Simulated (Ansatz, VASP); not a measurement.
## Zn3In3Ga3O11 (amorphous InGaZnO3.67): VASP beside Ansatz

One calculation is typed for both programs; each brings its own data sets. How far apart do they land? The structure shown is the start of the Ansatz relaxation below; VASP solves that cell, so the two are compared at the walk's first step.

Calculated with Ansatz 0.2.0; plane waves, with VASP 6.6.1 beside it; single point at PBE.

## 1. Set-up

The cell holds 80 atoms: 12 In, 12 Ga, 12 Zn and 44 O. Its edges and angles: a = 10.139 Å, b = 10.139 Å, c = 10.139 Å, α = 90.0°, β = 90.0°, γ = 90.0°. 80 atoms (12 In, 12 Ga, 12 Zn, 44 O) packed at random and pushed apart as soft spheres at 5.9 g/cm^3; MD (Langevin at fixed volume unless said) with the MACE-MP-0b2 small potential (Batatia et al., arXiv:2401.00096), steps of 2 fs: 0.7 ps at 2600 K, 2600 to 1560 K in 0.7 ps, 1560 to 300 K in 2 ps; then atoms relaxed.

## 2. Ansatz: relaxation, PBE

Ansatz runs on its default PAW (the set named soft_2) files.

The two programs are compared at the cell with which this relaxation starts, whose forces are those of its first step.

Contents of input.yaml:

```yaml
crystal:
  lattice:
    - [10.13874, 0.0, 0.0]
    - [0.0, 10.13874, 0.0]
    - [0.0, 0.0, 10.13874]
  atoms:
    - { symbol: In, position: [0.56655, 0.2331, 0.46406] }
    - { symbol: In, position: [0.06963, 0.59269, 0.78265] }
    - { symbol: In, position: [0.74106, 0.99909, 0.23266] }
    - { symbol: In, position: [0.24317, 0.34025, 0.60366] }
    - { symbol: In, position: [0.03557, 0.12615, 0.67836] }
    - { symbol: In, position: [0.76327, 0.69435, 0.76451] }
    - { symbol: In, position: [0.75629, 0.2913, 0.72642] }
    - { symbol: In, position: [0.67936, 0.72817, 0.417] }
    - { symbol: In, position: [0.06687, 0.0326, 0.12573] }
    - { symbol: In, position: [0.94081, 0.25124, 0.35897] }
    - { symbol: In, position: [0.13125, 0.5426, 0.40089] }
    - { symbol: In, position: [0.60037, 0.33206, 0.17664] }
    - { symbol: Ga, position: [0.48648, 0.74784, 0.86492] }
    - { symbol: Ga, position: [0.45365, 0.06098, 0.70707] }
    - { symbol: Ga, position: [0.19526, 0.77214, 0.25034] }
    - { symbol: Ga, position: [0.90626, 0.94833, 0.86378] }
    - { symbol: Ga, position: [0.69453, 0.49937, 0.0123] }
    - { symbol: Ga, position: [0.3499, 0.74436, 0.61343] }
    - { symbol: Ga, position: [0.32228, 0.02252, 0.45004] }
    - { symbol: Ga, position: [0.296, 0.55011, 0.04817] }
    - { symbol: Ga, position: [0.59969, 0.72416, 0.14523] }
    - { symbol: Ga, position: [0.45525, 0.3509, 0.86719] }
    - { symbol: Ga, position: [0.01864, 0.92069, 0.45756] }
    - { symbol: Ga, position: [0.88038, 0.48252, 0.56077] }
    - { symbol: Zn, position: [0.92223, 0.73676, 0.06851] }
    - { symbol: Zn, position: [0.60561, 0.00589, 0.94266] }
    - { symbol: Zn, position: [0.46787, 0.58394, 0.32223] }
    - { symbol: Zn, position: [0.73907, 0.9763, 0.60807] }
    - { symbol: Zn, position: [0.76196, 0.5436, 0.24782] }
    - { symbol: Zn, position: [0.23662, 0.16091, 0.91595] }
    - { symbol: Zn, position: [0.40792, 0.00417, 0.17043] }
    - { symbol: Zn, position: [0.51551, 0.51176, 0.60848] }
    - { symbol: Zn, position: [0.30741, 0.26458, 0.26972] }
    - { symbol: Zn, position: [0.0135, 0.41097, 0.05094] }
    - { symbol: Zn, position: [0.8362, 0.18868, 0.01545] }
    - { symbol: Zn, position: [0.20771, 0.83903, 0.91044] }
    - { symbol: O, position: [0.14121, 0.51107, 0.95944] }
    - { symbol: O, position: [0.35584, 0.7123, 0.9883] }
    - { symbol: O, position: [0.9787, 0.24778, 0.13618] }
    - { symbol: O, position: [0.09902, 0.00189, 0.88913] }
    - { symbol: O, position: [0.4007, 0.9188, 0.58156] }
    - { symbol: O, position: [0.62536, 0.12868, 0.64861] }
    - { symbol: O, position: [0.37829, 0.17978, 0.57407] }
    - { symbol: O, position: [0.2569, 0.12754, 0.11155] }
    - { symbol: O, position: [0.16605, 0.32827, 0.39109] }
    - { symbol: O, position: [0.72742, 0.20568, 0.3219] }
    - { symbol: O, position: [0.46088, 0.37777, 0.3322] }
    - { symbol: O, position: [0.07715, 0.75545, 0.39315] }
    - { symbol: O, position: [0.87299, 0.98341, 0.05085] }
    - { symbol: O, position: [0.6363, 0.38972, 0.86669] }
    - { symbol: O, position: [0.63993, 0.67535, 0.94764] }
    - { symbol: O, position: [0.40071, 0.40187, 0.03643] }
    - { symbol: O, position: [0.91963, 0.46922, 0.37371] }
    - { symbol: O, position: [0.66511, 0.40249, 0.5642] }
    - { symbol: O, position: [0.86918, 0.49756, 0.75735] }
    - { symbol: O, position: [0.25278, 0.59497, 0.22731] }
    - { symbol: O, position: [0.15412, 0.26135, 0.77366] }
    - { symbol: O, position: [0.3464, 0.60379, 0.49384] }
    - { symbol: O, position: [0.52519, 0.69069, 0.69377] }
    - { symbol: O, position: [0.56685, 0.90774, 0.11958] }
    - { symbol: O, position: [0.43536, 0.11795, 0.33072] }
    - { symbol: O, position: [0.69132, 0.93129, 0.42726] }
    - { symbol: O, position: [0.72787, 0.90791, 0.8041] }
    - { symbol: O, position: [0.08444, 0.4983, 0.59835] }
    - { symbol: O, position: [0.87588, 0.54075, 0.06033] }
    - { symbol: O, position: [0.87375, 0.14871, 0.8289] }
    - { symbol: O, position: [0.90951, 0.26958, 0.57089] }
    - { symbol: O, position: [0.81275, 0.66406, 0.56311] }
    - { symbol: O, position: [0.38158, 0.43963, 0.72653] }
    - { symbol: O, position: [0.78512, 0.76512, 0.20734] }
    - { symbol: O, position: [0.14881, 0.04338, 0.50733] }
    - { symbol: O, position: [0.42495, 0.17225, 0.85803] }
    - { symbol: O, position: [0.9563, 0.02921, 0.31384] }
    - { symbol: O, position: [0.10558, 0.81857, 0.09838] }
    - { symbol: O, position: [0.30545, 0.90023, 0.30207] }
    - { symbol: O, position: [0.44973, 0.92668, 0.84826] }
    - { symbol: O, position: [0.93136, 0.95058, 0.62034] }
    - { symbol: O, position: [0.21788, 0.73853, 0.7412] }
    - { symbol: O, position: [0.65459, 0.14937, 0.0663] }
    - { symbol: O, position: [0.94522, 0.7575, 0.86882] }
kpoints:
  mp_grid: { grid: [1, 1, 1] }
hamiltonian:
  xc: pbe
scf:
  occupations: { method: fermi_dirac, width: 0.025 }
output:
  forces: true
relax:
  f_tol: 0.04
  max_steps: 250
  cell: {}
```

The run is started by

```bash
ansatz run input.yaml --threads 4 --pin off --max-ram 8192MiB --backend cpu --events-out ev --progress --plain --runs-dir out
```

Numbers of over 12 decimals in the logs are rounded to 6 here.

The program printed:

```text
Engine: ansatz 0.2.0, x86_64-unknown-linux-gnu
Pseudopotentials: kind: paw
Pseudopotential: In, paw, valence charge 13, recommended cutoff 420 eV (normal), In.paw.azcp
Pseudopotential: Ga, paw, valence charge 13, recommended cutoff 420 eV (normal), Ga.paw.azcp
Pseudopotential: Zn, paw, valence charge 12, recommended cutoff 420 eV (normal), Zn.paw.azcp
Pseudopotential: O, paw, valence charge 6, recommended cutoff 420 eV (normal), O.paw.azcp
Functional definition: PBE
  parameter kappa = 0.804
  parameter beta = 0.066725
  exchange = pbe_x(kappa = kappa, mu = beta*pi^2/3)
  correlation = pbe_c(beta = beta)
Crystal: 80 atoms, lattice volume = 1042.202 Å³
Basis set: ecut = 420 eV, 20341 PW (Γ), exchange–correlation on 144×144×144 points (8 copies of the dense FFT grid, shifted against one another)
Bands: 440, of which v1, the nominal top of the filled ones, is band 360 counted from 1 (359 counted from 0)
Symmetry: 1 space group operations
Space group: P1 (ITA 1), of the structure as read, at distance tolerance 1.0e-4 Å
k-points: 1
Non-local potential: In, projectors of the file, l = 0: 2, l = 1: 2, l = 2: 2, l = 3: 2
Non-local potential: Ga, projectors of the file, l = 0: 2, l = 1: 2, l = 2: 3, l = 3: 1
Non-local potential: Zn, projectors of the file, l = 0: 2, l = 1: 2, l = 2: 3, l = 3: 1
Non-local potential: O, projectors of the file, l = 0: 2, l = 1: 2, l = 2: 1
PAW form: soft (Blöchl's): semilocal exchange-correlation on the pseudo side does not see the compensation charge
PAW one-centre angular grid: In, 590 points (default); XC on 64 Gauss nodes
PAW one-centre angular grid: Ga, 590 points (default); XC on 64 Gauss nodes
PAW one-centre angular grid: Zn, 590 points (default); XC on 64 Gauss nodes
PAW one-centre angular grid: O, 110 points (default); XC on 64 Gauss nodes
Initial density: superposition of atomic densities (neutral atoms: chi_scale 0, normalization atom), corrected by the library's trained network
Initial wavefunctions: pseudopotential atomic-orbital guess
Functional: x = pbe(κ = 0.804, μ = 0.219515), c = pbe(β = 0.066725)
SCF iter   1: F=—  HF=-177367.976464 eV  |F-HF|=—  |Δ(HF+E_count)|=         —  Δρ=5.04e-3  dr2=4.21e-1  ethr=1.77e-3  ⟨swp⟩=6.0  Hψ=1696  notcnv=0
preconditioner: auto → Resta (q_TF=auto, 2.565 Å⁻¹)  ε∞=5.3  [insulator: Δε(μ)=0.977 eV  Ē_g=14.909 eV  σ=0.025 eV  W_gap=1.00  n_scr=304 (ndim 8)  ℏωp=30.9 eV  f_vac=0.054  D(μ)=0.00/eV (n_scr^D=0)  ε∞_Penn≈5.3]
SCF iter   2: F=—  HF=-177367.903533 eV  |F-HF|=—  |Δ(HF+E_count)|=   7.29e-2  Δρ=2.64e-3  dr2=9.09e-2  ethr=5.85e-5  ⟨swp⟩=2.0  Hψ=516  notcnv=0  defer=73
SCF iter   3: F=—  HF=-177367.886604 eV  |F-HF|=—  |Δ(HF+E_count)|=   1.69e-2  Δρ=1.32e-3  dr2=3.00e-2  ethr=1.26e-5  ⟨swp⟩=2.0  Hψ=708  notcnv=0  defer=73
SCF iter   4: F=—  HF=-177367.880897 eV  |F-HF|=—  |Δ(HF+E_count)|=   5.71e-3  Δρ=4.56e-4  dr2=2.48e-3  ethr=4.17e-6  ⟨swp⟩=2.0  Hψ=705  notcnv=0  defer=73
SCF iter   5: F=—  HF=-177367.880770 eV  |F-HF|=—  |Δ(HF+E_count)|=   1.27e-4  Δρ=2.47e-4  dr2=6.99e-4  ethr=3.45e-7  ⟨swp⟩=2.0  Hψ=721  notcnv=0  defer=73
SCF iter   6: F=—  HF=-177367.880817 eV  |F-HF|=—  |Δ(HF+E_count)|=   4.69e-5  Δρ=8.93e-5  dr2=8.76e-5  ethr=9.70e-8  ⟨swp⟩=2.0  Hψ=725  notcnv=0  defer=73
SCF iter   7: F=—  HF=-177367.881828 eV  |F-HF|=—  |Δ(HF+E_count)|=   1.01e-3  Δρ=4.41e-5  dr2=2.13e-5  ethr=1.22e-8  ⟨swp⟩=2.0  Hψ=727  notcnv=0  defer=73
SCF iter   8: F=—  HF=-177367.881836 eV  |F-HF|=—  |Δ(HF+E_count)|=   8.41e-6  Δρ=1.75e-5  dr2=3.71e-6  ethr=2.96e-9  ⟨swp⟩=2.0  Hψ=701  notcnv=0  defer=73
SCF iter   9: F=—  HF=-177367.881838 eV  |F-HF|=—  |Δ(HF+E_count)|=   1.60e-6  Δρ=9.22e-6  dr2=9.36e-7  ethr=5.15e-10  ⟨swp⟩=2.0  Hψ=722  notcnv=0  defer=73
SCF iter  10: F=—  HF=-177367.881838 eV  |F-HF|=—  |Δ(HF+E_count)|=   2.78e-7  Δρ=3.49e-6  dr2=1.65e-7  ethr=1.30e-10  ⟨swp⟩=2.0  Hψ=713  notcnv=0  defer=73
SCF iter  11: F=-177367.881838 eV  HF=-177367.881838 eV  |F-HF|=4.86e-8  |Δ(HF+E_count)|=   1.52e-7  Δρ=2.84e-6  dr2=7.86e-8  ethr=1.39e-11  ⟨swp⟩=4.0  Hψ=1356  notcnv=0
SCF 1 converged in 11 iterations: F = -177367.881838 eV  dr2 = 7.86e-8
  greatest PAW one-centre occupation: 0.998 electrons in one spin orbital (limit 2), on the Ga atom at site 13 (counted from 0), in its partial waves of l = 2
relax step   1: F+E_penalty+E_count = -177367.88183823 eV  Δ(F+E_penalty+E_count) = +0.000e0 eV  max|allowed force component| = 1.472e0 eV/Å  Δτ_max = 0.0000 Å  P = +1.043 GPa  Ω = 1042.202 Å³  (11 SCF iters, dr2 threshold 1.00e-7 eV, accepted)
Crystal: 80 atoms, lattice volume = 1053.445 Å³
Basis set: ecut = 420 eV, 20553 PW (Γ), exchange–correlation on 144×144×144 points (8 copies of the dense FFT grid, shifted against one another)
Initial density: handed on by an earlier stage of this run
Initial wavefunctions: those handed on with the density
[...]
atom  52  O      0.00023818    -0.00811463     0.00321366
  atom  53  O      0.00362534    -0.00078754    -0.00829291
  atom  54  O      0.00342395     0.00971420    -0.00496187
  atom  55  O      0.00762321     0.01047642     0.00481311
  atom  56  O     -0.01313890    -0.00071923     0.00487173
  atom  57  O      0.00134373    -0.00488741    -0.00101518
  atom  58  O      0.00572820    -0.00597547     0.00227545
  atom  59  O      0.00266732     0.01017863    -0.00289693
  atom  60  O     -0.00188483    -0.00083462     0.00111010
  atom  61  O     -0.00476382    -0.00723318    -0.00025413
  atom  62  O      0.00164565    -0.00751814    -0.00588200
  atom  63  O     -0.00761508     0.00050033     0.00079616
  atom  64  O      0.01271658     0.00348976     0.00124261
  atom  65  O      0.00649013     0.00524832    -0.00217057
  atom  66  O     -0.00064372     0.00065367    -0.00022140
  atom  67  O      0.00897530     0.00025322    -0.00555697
  atom  68  O      0.00680936     0.00430777     0.00860847
  atom  69  O      0.00177995     0.00031478    -0.00610502
  atom  70  O      0.00030831     0.00210189    -0.00589470
  atom  71  O      0.00060331    -0.00325501     0.00028271
  atom  72  O      0.00586198     0.00285334     0.00189981
  atom  73  O     -0.00289747    -0.00129797    -0.00711906
  atom  74  O     -0.00427193     0.00334096    -0.00177310
  atom  75  O      0.00595862    -0.00050554    -0.00488236
  atom  76  O     -0.01296693    -0.00141734     0.00769210
  atom  77  O      0.00021510     0.00121296     0.00275996
  atom  78  O      0.00189234     0.00106858     0.00034614
  atom  79  O     -0.00040051     0.00874458    -0.00298170
  atom  80  O      0.00026040     0.00180289     0.00089254
  max |Σ_I F_I| component: 1.65e-6 eV/Å
--- Stress (GPa, compression-positive) ---
        0.022433       0.008028       0.019041
        0.008028      -0.022619      -0.007378
        0.019041      -0.007378      -0.016866
  P = ⅓ Tr σ = -0.0057 GPa (-0.057 kbar)
--- Relaxed structure (23 steps of the walk, 20 accepted, 2 SCFs on fresh bases) ---
  F+E_penalty+E_count = -177369.79652295 eV   max|allowed force component| = 2.292e-2 eV/Å   (the final SCF, on the basis selected at the relaxed cell)
  cell:  # Å, volume = 1073.2741 Å³
    - [10.421479, 0.186452, 0.042956]
    - [0.186452, 10.084342, -0.220166]
    - [0.042956, -0.220166, 10.220938]
  atoms:
    - { symbol: In, position: [0.557113, 0.225793, 0.457915] }
    - { symbol: In, position: [0.081582, 0.590556, 0.790498] }
    - { symbol: In, position: [0.747656, 0.975493, 0.254810] }
    - { symbol: In, position: [0.248767, 0.336987, 0.609349] }
    - { symbol: In, position: [0.029918, 0.139350, 0.670980] }
    - { symbol: In, position: [0.781059, 0.688692, 0.775713] }
    - { symbol: In, position: [0.745236, 0.283204, 0.719296] }
    - { symbol: In, position: [0.649875, 0.705602, 0.454957] }
    - { symbol: In, position: [0.063742, 0.042196, 0.122691] }
    - { symbol: In, position: [0.910526, 0.250980, 0.347314] }
    - { symbol: In, position: [0.147280, 0.547272, 0.406584] }
    - { symbol: In, position: [0.599002, 0.334080, 0.161179] }
    - { symbol: Ga, position: [0.487227, 0.742928, 0.870144] }
    - { symbol: Ga, position: [0.459042, 0.053098, 0.707447] }
    - { symbol: Ga, position: [0.193210, 0.775923, 0.245205] }
    - { symbol: Ga, position: [0.915297, 0.953268, 0.857124] }
    - { symbol: Ga, position: [0.696383, 0.500366, 0.00513973] }
    - { symbol: Ga, position: [0.344078, 0.744045, 0.618227] }
    - { symbol: Ga, position: [0.321746, 0.023941, 0.451607] }
    - { symbol: Ga, position: [0.295604, 0.551153, 0.046120] }
    - { symbol: Ga, position: [0.578246, 0.729840, 0.158461] }
    - { symbol: Ga, position: [0.453892, 0.345209, 0.868910] }
    - { symbol: Ga, position: [0.023073, 0.925097, 0.455390] }
    - { symbol: Ga, position: [0.902583, 0.479196, 0.572889] }
    - { symbol: Zn, position: [0.918756, 0.756966, 0.062644] }
    - { symbol: Zn, position: [0.615169, -0.000839403, 0.950102] }
    - { symbol: Zn, position: [0.457886, 0.578953, 0.337800] }
    - { symbol: Zn, position: [0.745718, 0.967017, 0.614637] }
    - { symbol: Zn, position: [0.853085, 0.586095, 0.255369] }
    - { symbol: Zn, position: [0.231408, 0.161760, 0.914591] }
    - { symbol: Zn, position: [0.402643, 0.00294224, 0.168657] }
    - { symbol: Zn, position: [0.526677, 0.499798, 0.648023] }
    - { symbol: Zn, position: [0.309801, 0.266702, 0.266425] }
    - { symbol: Zn, position: [0.011313, 0.403833, 0.037076] }
    - { symbol: Zn, position: [0.825521, 0.181038, 0.014678] }
    - { symbol: Zn, position: [0.201661, 0.837477, 0.913442] }
    - { symbol: O, position: [0.141170, 0.507127, 0.965659] }
    - { symbol: O, position: [0.348426, 0.713270, 0.980955] }
    - { symbol: O, position: [0.965597, 0.248488, 0.129741] }
    - { symbol: O, position: [0.098700, 0.00646511, 0.895885] }
    - { symbol: O, position: [0.394507, 0.916406, 0.583338] }
    - { symbol: O, position: [0.623405, 0.119058, 0.646019] }
    - { symbol: O, position: [0.382412, 0.174145, 0.573554] }
    - { symbol: O, position: [0.251827, 0.131120, 0.111921] }
    - { symbol: O, position: [0.192678, 0.340095, 0.402458] }
    - { symbol: O, position: [0.712761, 0.193612, 0.307355] }
    - { symbol: O, position: [0.468982, 0.379970, 0.317384] }
    - { symbol: O, position: [0.069684, 0.755547, 0.380723] }
    - { symbol: O, position: [0.870547, 0.980338, 0.049437] }
    - { symbol: O, position: [0.624764, 0.407845, 0.847272] }
    - { symbol: O, position: [0.645979, 0.674261, 0.940742] }
    - { symbol: O, position: [0.405309, 0.403210, 0.038208] }
    - { symbol: O, position: [0.930826, 0.470193, 0.373627] }
    - { symbol: O, position: [0.648902, 0.384274, 0.561539] }
    - { symbol: O, position: [0.877606, 0.489755, 0.765838] }
    - { symbol: O, position: [0.253480, 0.597367, 0.223364] }
    - { symbol: O, position: [0.148715, 0.263496, 0.771670] }
    - { symbol: O, position: [0.328725, 0.616912, 0.483856] }
    - { symbol: O, position: [0.508705, 0.687568, 0.693194] }
    - { symbol: O, position: [0.577133, 0.922733, 0.132785] }
[...]
- { symbol: O, position: [0.951374, 0.029617, 0.315020] }
    - { symbol: O, position: [0.101013, 0.824837, 0.098770] }
    - { symbol: O, position: [0.304435, 0.900863, 0.297506] }
    - { symbol: O, position: [0.471940, 0.924998, 0.851935] }
    - { symbol: O, position: [0.937086, 0.958083, 0.617627] }
    - { symbol: O, position: [0.211911, 0.742079, 0.740794] }
    - { symbol: O, position: [0.642900, 0.178518, 0.014563] }
    - { symbol: O, position: [0.955834, 0.757260, 0.869021] }
```

(Part 1 of 2 ends here.)

[Lines on the potential files, build, host, timing and source positions are cut from VASP's logs without a mark.]

[Logs are printed without paths, hosts, clocks, repeated set-up lines and the standing remarks that a program may print on its own settings, such as how far it seeks lower states.]

[Hosts, paths, dates, database ids (printed as entryN), source tags and the programs' standing remarks are cut or masked in the printed files.]
